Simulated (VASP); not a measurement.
An input for Ansatz (written as the equivalent of a VASP run, and not itself run):

Ansatz 0.2 input:
```yaml
crystal:
  lattice:
    - [2.7878296, 0.0000000, 0.0000000]
    - [0.0000000, 2.7878296, 0.0000000]
    - [0.0000000, 0.0000000, 2.7878296]
  atoms:
    - { symbol: Al, position: [0.5000000, 0.5000000, 0.5000000] }
    - { symbol: Co, position: [0.0000000, 0.0000000, 0.0000000] }
kpoints:
  mp_grid: { grid: [13, 13, 13] }
hamiltonian:
  xc: r2scan
  dispersion: rvv10
  pseudopotentials: { kind: paw }
scf:
  occupations: { method: methfessel_paxton, width: 0.1 }
  max_iter: 100
output: { forces: true, stress: true, eigenvalues: true }
```

### Question
Write the VASP files for the same calculation (r2SCAN+rVV10).

### Answer
Several could match; the one computed here: 
**INCAR**
```
SYSTEM  =  CoAl
PREC  =  Accurate; ENCUT  =  520; LREAL  =  .False.
LASPH  =  .True.
EDIFF  =  1E-7; NELM  =  100; ALGO  =  Normal
LMAXMIX  =  4; LMIXTAU  =  .True.
ISMEAR  =  1; SIGMA  =  0.1
METAGGA  =  R2SCAN; LUSE_VDW  =  .True.; BPARAM  =  11.95
CPARAM  =  0.0093
ISIF  =  2
LWAVE  =  .False.; LCHARG  =  .False.
```

**POSCAR**
```
CoAl
1.0
  2.7878296347   0.0000000000   0.0000000000
  0.0000000000   2.7878296347   0.0000000000
  0.0000000000   0.0000000000   2.7878296347
Al Co
1 1
Cartesian
  1.3939148174   1.3939148174   1.3939148174
  0.0000000000   0.0000000000   0.0000000000
```

KPOINTS:
```
K-points
0
G
  13 13 13
```

POTCAR, in this order: Al Co (PBE.64 set). Program: vasp_std.

What does not carry over: each code has its own PAW files, so the cut-off isn't converted (ENCUT is set for VASP's; basis.ecutwfc is left out, and Ansatz then takes the one that its files recommend); Ansatz stops its SCF on the density residual and VASP on the energy change (EDIFF).

The compound is CoAl in the CsCl type structure. This cell is one point of a volume scan, at 0.97 of the reference volume.
